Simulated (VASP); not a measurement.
Energy against volume of AlN (wurtzite). Level of theory: PBE GGA, VASP's PBE PAW potentials (set 64) (plane waves; VASP). Run with 520 eV cut-off, 10×10×5 Γ-centred mesh, Gaussian smearing of 0.050 eV, potentials Al N.

Shape and ions are relaxed at each volume.

```tsv
V (Å³/atom)	E (eV/atom)
10.315	-7.43900
10.634	-7.44513
10.953	-7.43966
11.272	-7.42419
```

### Question
Fit these four points and predict the energy of the run at 9.996 Å³/atom.

### Answer
A cubic in V^(−2/3), the third-order Birch-Murnaghan form, passes through the four points with V0 = 10.64 Å³/atom and B0 = 194 GPa, and gives -7.4194 eV/atom there. The run gave -7.4194 eV/atom, -0.0 meV/atom from the fit; all five points give B0 = 194 GPa.

The compound is AlN in the wurtzite structure. It was relaxed first.
